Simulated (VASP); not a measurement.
Computed with HSE06 screened hybrid with D3 dispersion (Becke-Johnson damping), VASP's PBE PAW potentials (set 64) (plane waves; VASP).

VASP input:

**INCAR**
```
SYSTEM = ZnSe
PREC = Accurate
ENCUT = 300
EDIFF = 1E-6
NELM = 100
ALGO = Normal
LREAL = .FALSE.
LASPH = .TRUE.
ISMEAR = 0
SIGMA = 0.01
GGA = PE
HFSCREEN = 0.2
AEXX = 0.25
LHFCALC = .TRUE.
PRECFOCK = Fast
ISYM = 3
LMAXMIX = 4
LWAVE = .FALSE.
LCHARG = .FALSE.
ISIF = 2
IVDW = 12
```

KPOINTS:
```
Automatic mesh
0
Gamma
3 3 3
0 0 0
```

### POSCAR
```
ZnSe
2.8324450
  0.0000000000   1.0000000000   1.0000000000
  1.0000000000   0.0000000000   1.0000000000
  1.0000000000   1.0000000000   0.0000000000
Zn Se
1 1
direct
  0.0000000000   0.0000000000   0.0000000000
  0.7500000000   0.7500000000   0.7500000000
```

POTCAR, in this order: Zn Se (PBE.64 set). Program: vasp_std.

Output

### stdout
```
 POSCAR found type information on POSCAR ZnSe
 POSCAR found :  2 types and       2 ions
 Reading from existing POTCAR
 Reading from existing POTCAR

 -----------------------------------------------------------------------------
|                                                                             |
|     EEEEEEE  RRRRRR   RRRRRR   OOOOOOO  RRRRRR      ###     ###     ###     |
|     E        R     R  R     R  O     O  R     R     ###     ###     ###     |
|     E        R     R  R     R  O     O  R     R     ###     ###     ###     |
|     EEEEE    RRRRRR   RRRRRR   O     O  RRRRRR       #       #       #      |
|     E        R   R    R   R    O     O  R   R                               |
|     E        R    R   R    R   O     O  R    R      ###     ###     ###     |
|     EEEEEEE  R     R  R     R  OOOOOOO  R     R     ###     ###     ###     |
|                                                                             |
|     Unsupported xc functional, please specify VDW_S6, VDW_S8, VDW_A1        |
|     and VDW_A2 in the INCAR file.                                           |
|                                                                             |
|       ---->  I REFUSE TO CONTINUE WITH THIS SICK JOB ... BYE!!! <----       |
|                                                                             |
 -----------------------------------------------------------------------------
```

VASP stops with an error: Unsupported xc functional, please specify VDW_S6, VDW_S8, VDW_A1 and VDW_A2 in the INCAR file. ----> I REFUSE TO CONTINUE WITH THIS SICK JOB ... BYE!!! <----

The structure comes from a computed database's ZnSe entry; how it stands against other phases isn't given here. The cell was not relaxed at this level. The k-mesh is coarse (spacing up to 0.64 per Å, 2π included), so the numbers may not be converged in it. The run is one of a series of settings (AEXX = 0.25, HFSCREEN = 0.2, ISYM = 3, IVDW = 12, LHFCALC = .TRUE., PRECFOCK = Fast, KPOINTS 3×3×3 Γ-centred mesh against the base run), some of them coarse on purpose.
